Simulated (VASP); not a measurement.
Calculation: LDA (Ceperley-Alder, Perdew-Zunger), VASP's LDA PAW potentials (set 64) (plane waves; VASP).

VASP ran on this input.

**POSCAR**
```
Mo
1
   -1.5585131871     1.5585131871     1.5585131871
    1.5585131871    -1.5585131871     1.5585131871
    1.5585131871     1.5585131871    -1.5585131871
Mo
1
Direct
  1.0000000000   1.0000000000   1.0000000000
```

KPOINTS:
```
Automatic mesh
0
Gamma
15 15 15
0 0 0
```

### INCAR
```
SYSTEM = Mo
PREC = Accurate
ENCUT = 520
EDIFF = 1E-6
NELM = 100
ALGO = Normal
LREAL = .FALSE.
LASPH = .TRUE.
ISMEAR = 1
SIGMA = 0.1
LMAXMIX = 4
LWAVE = .FALSE.
LCHARG = .FALSE.
IBRION = 2
ISIF = 3
NSW = 60
EDIFFG = -0.01
```

POTCAR, in this order: Mo_sv (LDA.64 set). Program: vasp_std.

### Question
Estimate the energy per atom (σ→0), band gap (on the k-mesh).

### Answer

The energy per atom (σ→0) comes out as -12.125 eV/atom and the band gap (on the k-mesh) is none (metal, semimetal or under 0.01 eV).

### OSZICAR
```
...
DAV:   5    -0.128451652802E+02   -0.21463E-04   -0.21464E-04  3065   0.187E-01    0.167E+01
DAV:   6    -0.122287969257E+02    0.61637E+00   -0.10452E+00  2832   0.128E+01    0.442E+00
DAV:   7    -0.121328212853E+02    0.95976E-01   -0.21106E-01  3058   0.525E+00    0.953E-01
DAV:   8    -0.121257375142E+02    0.70838E-02   -0.55664E-03  2762   0.102E+00    0.227E-01
DAV:   9    -0.121257079063E+02    0.29608E-04   -0.14660E-04  3225   0.165E-01    0.823E-02
DAV:  10    -0.121257186067E+02   -0.10700E-04   -0.10187E-05  2888   0.418E-02    0.411E-03
DAV:  11    -0.121257186630E+02   -0.56257E-07   -0.62894E-08  1635   0.346E-03
   1 F= -.12125719E+02 E0= -.12125466E+02  d E =-.121257E+02
```

The compound is Mo in the bcc structure. It was relaxed first. The start is the result of an earlier pass.
